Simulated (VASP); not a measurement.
# Ti2TeAs2 (P4/mbm) in VASP: relaxation of cell and atoms with PBE

Aim: the relaxation of cell and atoms of Ti2TeAs2 with PBE.

Everything below comes from runs of VASP 6.6.1. Logs are shortened: lines on timing, memory, paths and dates and some standing lists are left out, and cuts for length are marked.

### 1 The crystal as given

It takes space group P4/mbm (No. 127, tetragonal). The conventional cell has a = 7.300 Å, b = 7.300 Å, c = 3.960 Å, α = 90.00°, β = 90.00°, γ = 90.00°. Ti (site symmetry m2m) is surrounded by 6 As at 2.91 to 2.96 Å. Te (site symmetry 4/m) is surrounded by 4 As at 2.92 Å and 8 Ti at 3.36 Å. As (site symmetry m2m) has 1 As at 2.42 Å as nearest neighbours.

The cell was built by a generator and needn't be a form met in nature.

### 2 Relaxation of cell and atoms, PBE

INCAR

```
ALGO     = Fast           # electronic algorithm
EDIFF    = 1E-4           # SCF threshold, eV
EDIFFG   = -0.08          # ionic threshold
ENCUT    = 520            # plane-wave cutoff, eV
GGA      = PE             # functional
IBRION   = 2              # ionic algorithm
ISIF     = 3              # what is computed and relaxed
ISMEAR   = 0              # smearing method
LASPH    = True           # aspherical terms in the spheres
LCHARG   = False          # write CHGCAR
LREAL    = Auto         
LWAVE    = False          # write WAVECAR
NELM     = 60             # most SCF steps
NSW      = 24             # ionic steps
PREC     = Normal         # precision mode
SIGMA    = 0.15           # smearing width, eV
```

KPOINTS

```
k-points
0
Gamma
  2 2 4
```

POSCAR

```
Ti2TeAs2
1.0
    7.3000000000      0.0000000000      0.0000000000
    0.0000000000      7.3000000000      0.0000000000
    0.0000000000      0.0000000000      3.9600000000
Ti Te As
4 2 4
Direct
    0.1700000000      0.6700000000      0.5000000000
    0.8300000000      0.3300000000      0.5000000000
    0.3300000000      0.1700000000      0.5000000000
    0.6700000000      0.8300000000      0.5000000000
    0.0000000000      0.0000000000      0.0000000000
    0.5000000000      0.5000000000      0.0000000000
    0.1170000000      0.3830000000      0.0000000000
    0.8830000000      0.6170000000      0.0000000000
    0.3830000000      0.8830000000      0.0000000000
    0.6170000000      0.1170000000      0.0000000000
```

Potentials or basis: VASP PAW PBE potentials, release 64 (Ti_sv, Te, As).

Command:

```bash
$ cat potpaw_PBE.64/Ti_sv/POTCAR potpaw_PBE.64/Te/POTCAR potpaw_PBE.64/As/POTCAR > POTCAR
$ mpirun -np 1 vasp_std > vasp.out
```

OUTCAR:

```text
EDIFF = 1E-4
   EDIFFG = -0.08
   ENCUT = 520
   GGA = PE
   IBRION = 2
   ISIF = 3
   ISMEAR = 0
   LASPH = True
   LREAL = Auto
   NELM = 60
   NSW = 24
   PREC = Normal

 ion  position               nearest neighbor table
   1  0.170  0.670  0.500-   7 2.91   8 2.91   7 2.91   8 2.91
   2  0.830  0.330  0.500-   7 2.91   8 2.91   7 2.91   8 2.91
   3  0.330  0.170  0.500-   9 2.91  10 2.91   9 2.91  10 2.91
   4  0.670  0.830  0.500-   9 2.91  10 2.91   9 2.91  10 2.91
   5  0.000  0.000  0.000-   7 2.92   8 2.92   9 2.92  10 2.92
   6  0.500  0.500  0.000-   7 2.92   8 2.92   9 2.92  10 2.92
   7  0.117  0.383  0.000-   8 2.42   2 2.91   1 2.91   1 2.91   2 2.91   6 2.92   5 2.92
   8  0.883  0.617  0.000-   7 2.42   2 2.91   1 2.91   1 2.91   2 2.91   6 2.92   5 2.92
   9  0.383  0.883  0.000-  10 2.42   4 2.91   3 2.91   3 2.91   4 2.91   6 2.92   5 2.92
  10  0.617  0.117  0.000-   9 2.42   4 2.91   3 2.91   3 2.91   4 2.91   6 2.92   5 2.92

  LATTYP: Found a simple tetragonal cell.
 ALAT       =     7.3000000000
 C/A-ratio  =     0.5424657534

  Lattice vectors:

 A1 = (   7.3000000000,   0.0000000000,   0.0000000000)
 A2 = (   0.0000000000,   7.3000000000,   0.0000000000)
 A3 = (   0.0000000000,   0.0000000000,   3.9600000000)

Analysis of symmetry for initial positions (statically):
=====================================================================
 Subroutine PRICEL returns:
 Original cell was already a primitive cell.

 Routine SETGRP: Setting up the symmetry group for a
 simple tetragonal supercell.

 Subroutine GETGRP returns: Found 16 space group operations
 (whereof  8 operations were pure point group operations)
 out of a pool of 16 trial point group operations.

The static configuration has the point symmetry C_4h.
 The point group associated with its full space group is D_4h.

Analysis of symmetry for dynamics (positions and initial velocities):
=====================================================================
 Subroutine PRICEL returns:
 Original cell was already a primitive cell.

 Routine SETGRP: Setting up the symmetry group for a
 simple tetragonal supercell.

 Subroutine GETGRP returns: Found 16 space group operations
 (whereof  8 operations were pure point group operations)
 out of a pool of 16 trial point group operations.

The dynamic configuration has the point symmetry C_4h.
 The point group associated with its full space group is D_4h.

 Subroutine INISYM returns: Found 16 space group operations
 (whereof  8 operations are pure point group operations),
 and found     1 'primitive' translations

----------------------------------------------------------------------------------------

                                     Primitive cell

  volume of cell :     211.0284

  direct lattice vectors                    reciprocal lattice vectors
     7.300000000  0.000000000  0.000000000     0.136986301  0.000000000  0.000000000
     0.000000000  7.300000000  0.000000000     0.000000000  0.136986301  0.000000000
     0.000000000  0.000000000  3.960000000     0.000000000  0.000000000  0.252525253

  length of vectors
     7.300000000  7.300000000  3.960000000     0.136986301  0.136986301  0.252525253

  position of ions in fractional coordinates (direct lattice)
     0.170000000  0.670000000  0.500000000
     0.830000000  0.330000000  0.500000000
     0.330000000  0.170000000  0.500000000
     0.670000000  0.830000000  0.500000000
     0.000000000  0.000000000  0.000000000
     0.500000000  0.500000000  0.000000000
     0.117000000  0.383000000  0.000000000
     0.883000000  0.617000000  0.000000000
     0.383000000  0.883000000  0.000000000
     0.617000000  0.117000000  0.000000000

  ion indices of the primitive-cell ions
   primitive index   ion index
                 1           1
                 2           2
                 3           3
                 4           4
                 5           5
                 6           6
                 7           7
                 8           8
                 9           9
                10          10

----------------------------------------------------------------------------------------

 KPOINTS: k-points

Automatic generation of k-mesh.
 Grid dimensions read from file:
 generate k-points for:    2    2    4

 Generating k-lattice:

  Cartesian coordinates                     Fractional coordinates (reciprocal lattice)
     0.068493151  0.000000000  0.000000000     0.500000000  0.000000000  0.000000000
     0.000000000  0.068493151  0.000000000     0.000000000  0.500000000  0.000000000
     0.000000000  0.000000000  0.063131313     0.000000000  0.000000000  0.250000000

  Length of vectors
     0.068493151  0.068493151  0.063131313

  Shift w.r.t. Gamma in fractional coordinates (k-lattice)
     0.000000000  0.000000000  0.000000000

 Subroutine IBZKPT returns following result:
 ===========================================

 Found      9 irreducible k-points:

 Following reciprocal coordinates:
            Coordinates               Weight
  0.000000  0.000000  0.000000      1.000000
  0.500000  0.000000  0.000000      2.000000
  0.500000  0.500000  0.000000      1.000000
  0.000000  0.000000  0.250000      2.000000
  0.500000  0.000000  0.250000      4.000000
  0.500000  0.500000  0.250000      2.000000
  0.000000  0.000000  0.500000      1.000000
  0.500000  0.000000  0.500000      2.000000
  0.500000  0.500000  0.500000      1.000000
   k-points           NKPTS =      9   k-points in BZ     NKDIM =      9   number of bands    NBANDS=     48
   number of dos      NEDOS =    301   number of ions     NIONS =     10
   total plane-waves  NPLWV =  42336
   dimension x,y,z NGX =    42 NGY =   42 NGZ =   24
   dimension x,y,z NGXF=    84 NGYF=   84 NGZF=   48
   ions per type =               4   2   4
   NGX,Y,Z   is equivalent  to a cutoff of   9.56,  9.56, 10.08 a.u.
   NGXF,Y,Z  is equivalent  to a cutoff of  19.13, 19.13, 20.15 a.u.
 SYSTEM =  unknown system
   PREC   = normal    normal or accurate (medium, high low for compatibility)
   ISTART =      0    job   : 0-new  1-cont  2-samecut
   ICHARG =      2    charge: 1-file 2-atom 10-const
   ISPIN  =      1    spin polarized calculation?
   LNONCOLLINEAR =      F non collinear calculations
   LSORBIT =      F    spin-orbit coupling
   LASPH  =      T    aspherical Exc in radial PAW
   ENCUT  =  520.0 eV  38.22 Ry    6.18 a.u.  13.57 13.57  7.36*2*pi/ulx,y,z
   NELM   =     60;   NELMIN=  2; NELMDL= -5     # of ELM steps
   EDIFF  = 0.1E-03   stopping-criterion for ELM
   LREAL  =      T    real-space projection
   EDIFFG = -.8E-01   stopping-criterion for IOM
   NSW    =     24    number of steps for IOM
   IBRION =      2    ionic relax: 0-MD 1-quasi-New 2-CG
   NFREE  =      1    steps in history (QN), initial steepest desc. (CG)
   ISIF   =      3    stress and relaxation
   ISYM   =      2    0-nonsym 1-usesym 2-fastsym
   POTIM  = 0.5000    time-step for ionic-motion
   TEBEG  =    0.0;   TEEND  =   0.0 temperature during run
   PSTRESS=    0.0 pullay stress
   NELECT =      80.0000    total number of electrons
   NUPDOWN=      -1.0000    fix difference up-down
   EMIN   =  10.00;   EMAX   =-10.00  energy-range for DOS
   EFERMI =   0.00;   METHOD = LEGACY
   ISMEAR =     0;   SIGMA  =   0.15  broadening in eV -4-tet -1-fermi 0-gaus
   EFERMI_NEDOS =   21; number of points for ismear=-14 and -15
   IALGO  =     68    algorithm
   IMIX   =      4    mixing-type and parameters
     AMIX     =   0.40;   BMIX     =  1.00
     AMIX_MAG =   1.60;   BMIX_MAG =  1.00
  volume/ion in A,a.u.               =      21.10       142.41
  Fermi-wavevector in a.u.,A,eV,Ry     =   1.184835  2.239013 19.100319  1.403834
  Thomas-Fermi vector in A             =   2.321041
   LORBIT       =      0    0 simple, 1 ext, 2 COOP (PROOUT), +10 PAW based schemes
   GGA     = PE    functional components
   LHFCALC =     F    Hartree Fock is set to
   AEXX    =    0.0000 exact exchange contribution
   IVDW    =     0    specifies the selected vdW correction
   LEPSILON=     F    determine dielectric tensor
   LRPA    =     F    only Hartree local field effects (RPA)
 conjugate gradient relaxation of ions
 non-spin polarized calculation
 RMM-DIIS sequential band-by-band and
 Gauss-broadening in eV      SIGMA  =   0.15
  energy-cutoff  :      520.00
  volume of cell :      211.03
 maximum number of plane-waves:      5712
   NGX = 27   NGY = 27   NGZ = 15

--------------------------------------- Ionic step        1  -------------------------------------------

 number of electron      79.9999985 magnetization

 Free energy of the ion-electron system (eV)
  ---------------------------------------------------
  ext. energy  EPLUGINS =         0.00000000
  ---------------------------------------------------
  free energy    TOTEN  =       -56.34631324 eV

  energy without entropy =      -56.20402993  energy(sigma->0) =      -56.27517158

------------------------ aborting loop because EDIFF is reached ----------------------------------------

  FORCE on cell =-STRESS in cart. coord.  units (eV):
  Direction    XX          YY          ZZ          XY          YZ          ZX
  --------------------------------------------------------------------------------------
  -------------------------------------------------------------------------------------
  Total        2.5444975      2.5444975    -26.5859859      0.0000000     -0.0000000     -0.0000000
  in kB       19.3184242     19.3184242   -201.8470686      0.0000000     -0.0000000     -0.0000000
  external PRESSURE =     -54.4034067 kB  Pullay stress =       0.0000000 kB
[... 113 lines left out ...]
  FREE ENERGIE OF THE ION-ELECTRON SYSTEM (eV)
  ---------------------------------------------------
  free  energy   TOTEN  =       -59.3134677194 eV

  energy  without entropy=      -59.2142376392  energy(sigma->0) =      -59.26385268

[... ionic steps 4 to 7 ...]

--------------------------------------- Ionic step        8  -------------------------------------------

 number of electron      80.0000056 magnetization

------------------------ aborting loop because EDIFF is reached ----------------------------------------

  FORCE on cell =-STRESS in cart. coord.  units (eV):
  Direction    XX          YY          ZZ          XY          YZ          ZX
  --------------------------------------------------------------------------------------
  -------------------------------------------------------------------------------------
  Total       -0.6206789     -0.6206789      1.0052167      0.0000000     -0.0000000      0.0000000
  in kB       -5.2653537     -5.2653537      8.5274710      0.0000000     -0.0000000      0.0000000
  external PRESSURE =      -0.6677455 kB  Pullay stress =       0.0000000 kB
[... 73 lines left out ...]
  energy  without entropy=      -59.4882295481  energy(sigma->0) =      -59.53140652

--------------------------------------- Ionic step       10  -------------------------------------------

 number of electron      80.0000060 magnetization

 Free energy of the ion-electron system (eV)
  ---------------------------------------------------
  ext. energy  EPLUGINS =         0.00000000
  ---------------------------------------------------
  free energy    TOTEN  =       -59.57542528 eV

  energy without entropy =      -59.48991960  energy(sigma->0) =      -59.53267244

 E-fermi :   8.5270     XC(G=0): -11.1094

 val. band max:        8.5118368088   @ k =   0.5000   0.5000   0.2500
 cond. band min:       8.6303955700   @ k =   0.5000   0.5000   0.0000
 fundamental gap:      0.1185587612
 Fermi energy:         8.5269946165

 k-point     1 :       0.0000    0.0000    0.0000
  band No.  band energies     occupation
      1     -48.6707      2.00000
      2     -48.6696      2.00000
      3     -48.6658      2.00000
      4     -48.6658      2.00000
      5     -25.0250      2.00000
      6     -25.0250      2.00000
[... 485 lines left out ...]
  FREE ENERGIE OF THE ION-ELECTRON SYSTEM (eV)
  ---------------------------------------------------
  free  energy   TOTEN  =       -59.5754252757 eV

  energy  without entropy=      -59.4899196042  energy(sigma->0) =      -59.53267244

 reached required accuracy - stopping structural energy minimisation
```

Wall time 6.6 min (1 thread of Intel Xeon Platinum 8559C (Emerald Rapids), shared host); peak memory 0.24 GiB.

What came out:

```
Free energy                            : -59.5754 eV
Relaxed volume                         : 18.89 Å³/atom
Relaxed cell                           : a = 7.592 Å, b = 7.592 Å, c = 3.278 Å, α = 90.00°, β = 90.00°, γ = 90.00°
Space group after relaxing (to 0.05 Å) : P4/mbm (No. 127)
Energy gained by relaxing              : 322.9 meV/atom
Ionic steps                            : 10
Pressure after relaxing                : -0.2 GPa
Largest force after relaxing           : 0.038 eV/Å
Band gap on the k mesh                 : none (metal or under the smearing width)
```

Forces in eV/Å, atoms in the order of the input:
```
Ti  -0.027 -0.027  0.000
Ti   0.027  0.027  0.000
Ti   0.027 -0.027  0.000
Ti  -0.027  0.027  0.000
Te   0.000  0.000  0.000
Te   0.000  0.000  0.000
As  -0.027  0.027  0.000
As   0.027 -0.027  0.000
As   0.027  0.027  0.000
As  -0.027 -0.027  0.000
```

Stress tensor (GPa, compression positive):
```
-0.59  0.00  0.00
 0.00 -0.59  0.00
 0.00  0.00  0.62
```

Step by step:
| step | energy change (eV) | largest force (eV/Å) | pressure (GPa) | volume (Å³) |
| --- | --- | --- | --- | --- |
| 1 | 0.0000 | 1.3049 | -5.44 | 211.03 |
| 2 | -2.7930 | 0.4722 | -0.53 | 188.51 |
| 3 | -2.9672 | 0.3725 | 2.13 | 183.12 |
| 4 | -2.9697 | 0.3973 | 2.79 | 182.06 |
| 5 | -3.0740 | 0.4681 | -0.93 | 189.76 |
| 6 | -3.0757 | 0.4795 | -0.96 | 189.70 |
| 7 | -3.1381 | 0.3817 | -0.85 | 189.50 |
| 8 | -3.2284 | 0.0430 | -0.07 | 188.86 |
| 9 | -3.2283 | 0.0822 | -0.18 | 188.94 |
| 10 | -3.2291 | 0.0381 | -0.19 | 188.91 |

Final structure:
```xyz
10
Lattice="7.5917 0.0000 0.0000 0.0000 7.5917 0.0000 0.0000 0.0000 3.2777" Properties=species:S:1:pos:R:3 pbc="T T T"
Ti    1.1715    4.9673    1.6389
Ti    6.4202    2.6244    1.6389
Ti    2.6244    1.1715    1.6389
Ti    4.9673    6.4202    1.6389
Te    0.0000    0.0000    0.0000
Te    3.7959    3.7959    0.0000
As    1.0033    2.7926    0.0000
As    6.5884    4.7992    0.0000
As    2.7926    6.5884    0.0000
As    4.7992    1.0033    0.0000
```

Levels at points of the mesh, in eV from the Fermi level:
| k point | band 36 | band 37 | band 38 | band 39 | band 40 | band 41 | band 42 | band 43 | band 44 | band 45 |
| --- | --- | --- | --- | --- | --- | --- | --- | --- | --- | --- |
| (0.00, 0.00, 0.00) | -0.23 | -0.22 | -0.22 | -0.21 | -0.21 | -0.06 | 0.46 | 0.80 | 0.92 | 1.20 |
| (0.50, 0.00, 0.00) | -0.47 | -0.27 | -0.27 | -0.12 | -0.12 | 0.46 | 0.46 | 0.82 | 0.82 | 1.11 |
| (0.50, 0.50, 0.00) | -0.69 | -0.27 | -0.27 | 0.10 | 0.10 | 0.29 | 0.29 | 1.03 | 1.03 | 1.17 |
| (0.00, 0.00, 0.50) | -1.53 | -1.37 | -1.37 | -0.49 | -0.33 | -0.33 | 0.37 | 0.84 | 0.84 | 1.36 |
| (0.50, 0.00, 0.50) | -1.46 | -0.23 | -0.23 | -0.23 | -0.23 | -0.04 | -0.04 | 1.10 | 1.10 | 1.22 |
| (0.50, 0.50, 0.50) | -1.50 | -0.11 | -0.11 | 0.15 | 0.15 | 0.31 | 0.31 | 1.11 | 1.12 | 1.35 |

Caveat: the k mesh is coarse (spacing up to 0.43 Å⁻¹), so the values aren't converged; the relaxation stopped at a loose force limit of 0.08 eV/Å, so its end isn't a converged minimum. Spin-orbit coupling is left out, which matters for the levels of Te.
